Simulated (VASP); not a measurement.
Elastic constants (GPa) of a crystal from PBEsol GGA, VASP's PBE PAW potentials (set 64) (VASP):

```tsv
	xx	yy	zz	yz	xz	xy
xx	346.2	127.3	92.2	0.0	0.0	0.0
yy	127.3	346.2	92.2	0.0	0.0	0.0
zz	92.2	92.2	384.8	0.0	0.0	0.0
yz	0.0	0.0	0.0	92.6	0.0	0.0
xz	0.0	0.0	0.0	0.0	92.6	0.0
xy	0.0	0.0	0.0	0.0	0.0	109.4
```

Question: Work out the Voigt, Reuss and Hill moduli, Young's modulus and Poisson's ratio.

Answer: All eigenvalues are positive (smallest 92.6 GPa), so the crystal is stable. K_V = (C11+C22+C33+2(C12+C13+C23))/9 = (1077.2 + 2×311.7)/9 = 189.0 GPa; G_V = (1077.2 − 311.7 + 3×294.6)/15 = 110.0 GPa. From the compliances, K_R = 189.0 GPa and G_R = 107.0 GPa. Hill: K = 189.0 GPa, G = 108.5 GPa, E = 9KG/(3K+G) = 273.1 GPa, ν = (3K−2G)/(2(3K+G)) = 0.259. K/G = 1.74, below Pugh's 1.75; universal anisotropy A^U = 0.14.

Question: With a density of 6.12 g/cm³, what are the mean sound speeds?

Answer: v_l = √((K+4G/3)/ρ) = 7.38 km/s and v_t = √(G/ρ) = 4.21 km/s. The crystal is GaN (wurtzite), hexagonal.

The compound is GaN in the wurtzite structure. It was relaxed first.
